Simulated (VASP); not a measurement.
```xyz
2
Lattice="3.0369 0.0000 0.0000 0.0000 3.0369 0.0000 0.0000 0.0000 3.0369" Properties=species:S:1:pos:R:3 pbc="T T T"
Zn     1.5185     1.5185     1.5185
Au     0.0000     0.0000     0.0000
```

Calculation: LDA (Ceperley-Alder, Perdew-Zunger), VASP's LDA PAW potentials (set 64) (plane waves; VASP 6.6.1). Numerical set-up: 520 eV cut-off, 12×12×12 Γ-centred mesh, first-order Methfessel-Paxton smearing of 0.10 eV, potentials Zn Au.

Question: Give the stress tensor in GPa (positive for a compressed cell).

Answer: 
```
11.63   0.00   0.00
 0.00  11.63   0.00
 0.00   0.00  11.63
```
The pressure is its mean diagonal, 11.63 GPa.

The compound is AuZn in the CsCl type structure. This cell is one point of a volume scan, at 0.94 of the reference volume. The electron count is odd and the run is not spin-polarised, which forces a metal.
